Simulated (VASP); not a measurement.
The input files of a VASP run:

File POSCAR:
```
MnO2
1.0
  4.4429615772   0.0000000000   0.0000000000
  0.0000000000   4.4429615772   0.0000000000
  0.0000000000   0.0000000000   2.8803471889
Mn O
2 4
Cart
  0.0000000000   0.0000000000   2.8803471889
  2.2214807886   2.2214807886   1.4401735945
  1.3485228702   1.3485228702   0.0000000000
  3.5700036588   0.8729579184   1.4401735945
  0.8729579184   3.5700036588   1.4401735945
  3.0944387070   3.0944387070   0.0000000000
```

INCAR:
```
SYSTEM = MnO2
PREC = Accurate
ENCUT = 520
EDIFF = 1E-7
NELM = 100
ALGO = Normal
LREAL = .FALSE.
LASPH = .TRUE.
ISMEAR = 1
SIGMA = 0.1
GGA = MK
PARAM1 = 0.1234568
PARAM2 = 0.7114
ZAB_VDW = -1.8867
LUSE_VDW = .TRUE.
AGGAC = 0.0
LMAXMIX = 4
ISPIN = 2
MAGMOM = 2.4 -2.4 -0.0 0.0 0.0 -0.0
LORBIT = 10
LWAVE = .FALSE.
LCHARG = .FALSE.
ISIF = 4
IBRION = 2
NSW = 30
EDIFFG = -0.01
```

KPOINTS:
```
Automatic mesh
0
Gamma
7 7 11
0 0 0
```

POTCAR, in this order: Mn_pv O (PBE.64 set). Program: vasp_std.

Question: Translate this rev-vdW-DF2 calculation to Quantum ESPRESSO's pw.x.

Answer: One equivalent input (not run):
```
&CONTROL
  calculation = 'vc-relax'
  pseudo_dir = './pseudo'
  outdir = './out'
  tprnfor = .true.
  tstress = .true.
  nstep = 30
  forc_conv_thr = 0.00039
/
&SYSTEM
  ibrav = 0
  nat = 6
  ntyp = 3
  ecutwfc = 96
  occupations = 'smearing'
  smearing = 'methfessel-paxton'
  degauss = 0.00735
  input_dft = 'vdw-df2-b86r'
  nspin = 2
  starting_magnetization(1) = 0.24
  starting_magnetization(2) = -0.24
/
&ELECTRONS
  conv_thr = 7.3e-09
  electron_maxstep = 100
/
&IONS
/
&CELL
  cell_dofree = 'shape'
/
ATOMIC_SPECIES
  Mn1 54.938 Mn.upf
  Mn2 54.938 Mn.upf
  O 15.999 O.upf
CELL_PARAMETERS angstrom
     4.4429616    0.0000000    0.0000000
     0.0000000    4.4429616    0.0000000
     0.0000000    0.0000000    2.8803472
ATOMIC_POSITIONS crystal
  Mn1  0.0000000  0.0000000  1.0000000
  Mn2  0.5000000  0.5000000  0.5000000
  O    0.3035189  0.3035189  0.0000000
  O    0.8035189  0.1964811  0.5000000
  O    0.1964811  0.8035189  0.5000000
  O    0.6964811  0.6964811  0.0000000
K_POINTS automatic
  7 7 11 0 0 0
```
The two are equivalent in intent, not identical: the potentials are each code's own (VASP's PAW set, PseudoDojo norm-conserving files in pw.x), so ENCUT and ecutwfc are chosen apart and not converted; conv_thr bounds pw.x's estimated SCF error, while EDIFF bounds the energy change between steps; starting_magnetization is a fraction of the valence charge and MAGMOM a moment in μB, so they match only roughly; forc_conv_thr acts on force components and is met together with etot_conv_thr.

The compound is MnO2 in the rutile structure. This cell is one point of a volume scan, at 1.03 of the reference volume. Symmetry was kept, so distortions that lower it aren't found.
